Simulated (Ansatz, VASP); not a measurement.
# Cross-check of Si2W between VASP and Ansatz, part 2 of 2

Aim: how closely do two programs agree when they are given the same cell, functional and k mesh? The structure shown is the end of the Ansatz relaxation below.

VASP 6.6.1 and Ansatz 0.2.0.

So far. Step 3 (VASP: single point, LDA, pair 1): The run ends at a pressure of 32.41 GPa, with forces up to 0.022 eV/Å.

## 6. VASP: single point, LDA, pair 2

Level of this step: LDA; plane waves and PAW (Si, W) (VASP).

The same cell, functional (in two slightly different forms), mesh and smearing now go to VASP, with its own data sets.

Input file INCAR:

```
SYSTEM = Si2W
PREC = Accurate
ENCUT = 600
EDIFF = 1E-06
NELM = 120
ISMEAR = 1
SIGMA = 0.2
LREAL = .FALSE.
ALGO = Normal
GGA = PW92
NBANDS = 13
LASPH = .TRUE.
LORBIT = 11
LWAVE = .FALSE.
LCHARG = .FALSE.
ISIF = 2
GGA_COMPAT = .FALSE.
KPAR = 2
```

Input file POSCAR:

```
Si2W
1.0
   -1.5459664296      1.5459664296      3.7955794600
    1.5459664296     -1.5459664296      3.7955794600
    1.5459664296      1.5459664296     -3.7955794600
Si W
2 1
Direct
    0.3334081378      0.3334081378      0.0000000000
    0.6665918622      0.6665918622      0.0000000000
    0.0000000000      0.0000000000      0.0000000000
```

Input file KPOINTS:

```
Automatic mesh
0
Gamma
20 20 20
0 0 0
```

The projector-augmented-wave data sets are Si and W (LDA family, release 64).

Started as:

```bash
mpirun -np 2 vasp_std
```

Numbers of over 12 decimals in the logs are rounded to 6 here.

The log of the run:

```text
[banner, memory and clock lines left out]
running    2 mpi-ranks, on    1 nodes
[...]
[... a notice as in an earlier step ...]

 LDA part: xc-table for (Slater(with rela. corr.)+PW92), standard interpolation
 POSCAR, INCAR and KPOINTS ok, starting setup
[...]
entering main loop
       N       E                     dE             d eps       ncg     rms          rms(c)
DAV:   1     0.341256845614E+02    0.34126E+02   -0.67690E+03 16666   0.107E+03
DAV:   2    -0.253995352603E+02   -0.59525E+02   -0.54461E+02 20523   0.201E+02
DAV:   3    -0.279969627400E+02   -0.25974E+01   -0.25315E+01 22437   0.349E+01
DAV:   4    -0.280261854231E+02   -0.29223E-01   -0.29184E-01 19713   0.407E+00
[...]
DAV:  10    -0.272191727078E+02    0.49552E-04   -0.23027E-04 21067   0.895E-02    0.767E-02
DAV:  11    -0.272191644270E+02    0.82809E-05   -0.30677E-05 20020   0.371E-02    0.201E-02
DAV:  12    -0.272191645086E+02   -0.81654E-07   -0.90822E-07 13124   0.765E-03
   1 F= -.27219165E+02 E0= -.27219224E+02  d E =0.178515E-03
```

From OUTCAR (step 6):

```text
  Total        5.5250041      5.5250041      5.5618693      0.0000000     -0.0000000      0.0000000
  in kB      243.9523403    243.9523403    245.5800937      0.0000000     -0.0000000      0.0000000
  external PRESSURE =     244.4949248 kB  Pullay stress =       0.0000000 kB

 POSITION                                       TOTAL-FORCE (eV/Angst)
 -----------------------------------------------------------------------------------
      0.00000      0.00000      2.53095         0.000000      0.000000     -0.017284
      0.00000      0.00000      5.06020         0.000000      0.000000      0.017284
      0.00000      0.00000      0.00000        -0.000000     -0.000000      0.000000
 -----------------------------------------------------------------------------------
    total drift:                               -0.000000     -0.000000      0.000000

  FREE ENERGIE OF THE ION-ELECTRON SYSTEM (eV)
  ---------------------------------------------------
  free  energy   TOTEN  =       -27.2191645086 eV

  energy  without entropy=      -27.2193430238  energy(sigma->0) =      -27.21922401

[... 1 part as in an earlier step ...]

[... 2 further parts left out ...]
[key lines of the parts left out:]
E-fermi :  12.0109
```

The run ends at a pressure of 24.45 GPa, with forces up to 0.017 eV/Å.

## 7. Comparison

What differs besides the data sets and the points named for the pairs above, as far as they apply: the data sets hold 22 valence electrons in Ansatz (on its PAW soft_1 files) and 14 in VASP. Total energies have different zeros and are not compared.

Both answers:

```csv
quantity,Ansatz,VASP,difference
pressure (GPa),23.81,24.45,-0.64
```

The largest component of a force difference here is 17 meV/Å.

## 8. Ansatz: relaxation, LDA

This run makes the geometry at which the two programs are then compared. The cell compared in this pair holds 37.07 Å³, against 36.29 Å³ for the pair before.

The structure compared here is the end of the Ansatz relaxation.

Input file input.yaml:

```yaml
crystal:
  lattice:
    - [-1.5588427374, 1.5588427374, 3.8142892526]
    - [1.5588427374, -1.5588427374, 3.8142892526]
    - [1.5588427374, 1.5588427374, -3.8142892526]
  atoms:
    - { symbol: Si, position: [0.3340482266, 0.3340482266, 0.0] }
    - { symbol: Si, position: [0.6659517734, 0.6659517734, 0.0] }
    - { symbol: W, position: [0.0, 0.0, 0.0] }
kpoints:
  mp_grid: { grid: [20, 20, 20] }
hamiltonian:
  xc: lda
  pseudopotentials: { kind: paw, azcp: { folder: soft_1 }, xc_functional: pbe }
scf:
  occupations: { method: methfessel_paxton, width: 0.2 }
output:
  forces: true
  stress: true
  eigenvalues: true
relax:
  adjacent_minimum: "off"
  f_tol: 0.001
  max_steps: 60
  cell: { stress_tol: 0.01, fix: [volume] }
```

Started as:

```bash
ansatz run input.yaml --threads 4 --pin off --max-ram 10240MiB --backend cpu --events-out ev --progress --plain --runs-dir out
```

The log of the run:

```text
[...]
Crystal: 3 atoms, lattice volume = 37.075 Å³
Basis set: ecut = 420 eV, 761 PW (Γ)
Bands: 15, of which v1, the nominal top of the filled ones, is band 11 counted from 1 (10 counted from 0)
Symmetry: 16 space group operations
[...]
k-points: 641 of 8000
[...]
--- Relaxed structure (4 steps of the walk, 4 accepted, 1 SCFs on fresh bases) ---
[...]
cell:  # Å, volume = 37.0747 Å³
    - [-1.557988, 1.557988, 3.818476]
    - [1.557988, -1.557988, 3.818476]
    - [1.557988, 1.557988, -3.818476]
  atoms:
    - { symbol: Si, position: [0.333726, 0.333726, 0] }
    - { symbol: Si, position: [0.666274, 0.666274, 0] }
    - { symbol: W, position: [0, 0, 0] }
[key lines of the parts left out:]
SCF converged after 5 iterations
Free energy (F): -11349.183626 eV
Fermi energy:    18.077267 eV
P = ⅓ Tr σ = 16.8735 GPa (168.735 kbar)
```

## 9. VASP: single point, LDA, pair 3

The same cell, functional (in two slightly different forms), mesh and smearing now go to VASP, with its own data sets.

INCAR is that of step 6.

Input file POSCAR:

```
Si2W
1.0
   -1.5579879595      1.5579879595      3.8184757606
    1.5579879595     -1.5579879595      3.8184757606
    1.5579879595      1.5579879595     -3.8184757606
Si W
2 1
Direct
    0.3337258996      0.3337258996      0.0000000000
    0.6662741004      0.6662741004      0.0000000000
    0.0000000000      0.0000000000      0.0000000000
```

KPOINTS is that of step 6.

Started as:

```bash
mpirun -np 2 vasp_std
```

The log of the run:

```text
[... set-up lines as in an earlier step ...]
 entering main loop
       N       E                     dE             d eps       ncg     rms          rms(c)
DAV:   1     0.324293873080E+02    0.32429E+02   -0.67133E+03 16674   0.106E+03
DAV:   2    -0.256182708642E+02   -0.58048E+02   -0.53229E+02 20653   0.198E+02
DAV:   3    -0.281117898427E+02   -0.24935E+01   -0.24330E+01 22649   0.342E+01
DAV:   4    -0.281394572723E+02   -0.27667E-01   -0.27646E-01 19401   0.397E+00
[...]
DAV:  10    -0.273216512113E+02    0.58341E-04   -0.25327E-04 21054   0.935E-02    0.762E-02
DAV:  11    -0.273216408471E+02    0.10364E-04   -0.34978E-05 20120   0.395E-02    0.216E-02
DAV:  12    -0.273216409592E+02   -0.11211E-06   -0.10079E-06 13424   0.808E-03
   1 F= -.27321641E+02 E0= -.27321751E+02  d E =0.329060E-03
```

Parts of OUTCAR (step 9):

```text
  Total        3.9938854      3.9938854      4.0267620      0.0000000     -0.0000000      0.0000000
  in kB      172.5948977    172.5948977    174.0156571      0.0000000     -0.0000000      0.0000000
  external PRESSURE =     173.0684842 kB  Pullay stress =       0.0000000 kB

 POSITION                                       TOTAL-FORCE (eV/Angst)
 -----------------------------------------------------------------------------------
      0.00000      0.00000      2.54865         0.000000      0.000000     -0.012876
      0.00000      0.00000      5.08830        -0.000000     -0.000000      0.012876
      0.00000      0.00000      0.00000         0.000000      0.000000     -0.000000
 -----------------------------------------------------------------------------------
    total drift:                               -0.000000     -0.000000      0.000000

  FREE ENERGIE OF THE ION-ELECTRON SYSTEM (eV)
  ---------------------------------------------------
  free  energy   TOTEN  =       -27.3216409592 eV

  energy  without entropy=      -27.3219700190  energy(sigma->0) =      -27.32175065

[... 1 part as in an earlier step ...]

[... 2 further parts left out ...]
[key lines of the parts left out:]
E-fermi :  11.6969
```

The run ends at a pressure of 17.31 GPa, with forces up to 0.013 eV/Å.

## 10. Comparison

What differs besides the data sets and the points named for the pairs above, as far as they apply: the data sets hold 22 valence electrons in Ansatz (on its PAW soft_1 files) and 14 in VASP. Total energies have different zeros and are not compared.

Both answers:

```csv
quantity,Ansatz,VASP,difference
pressure (GPa),16.87,17.31,-0.43
```

The largest component of a force difference here is 13 meV/Å.

## 11. Outcome

| Property | Result |
| --- | --- |
| difference in pressure (single point, LDA, pair 1) | -0.87 GPa |
| r.m.s. force difference (single point, LDA, pair 1) | 11 meV/Å |
| difference in pressure (single point, LDA, pair 2) | -0.64 GPa |
| r.m.s. force difference (single point, LDA, pair 2) | 8.1 meV/Å |
| difference in pressure (single point, LDA, pair 3) | -0.43 GPa |
| r.m.s. force difference (single point, LDA, pair 3) | 6.0 meV/Å |

In words: The r.m.s. force difference is 11 meV/Å (single point, LDA, pair 1), within the 12 meV/Å picked in this series as the mark of a large difference. The data sets hold unlike numbers of valence electrons (22 in Ansatz and 14 in VASP), so part of the differences may come from the potentials. 10 further pairs of this series are not shown here. How closely two codes agree says nothing of how well the functional describes the real material.

[Lines on the potential files, build, host, timing and source positions are cut from VASP's logs without a mark.]

[Logs are printed without paths, hosts, clocks, repeated set-up lines and the standing remarks that a program may print on its own settings, such as how far it seeks lower states.]

[Hosts, paths, dates, database ids (printed as entryN), source tags and the programs' standing remarks are cut or masked in the printed files.]
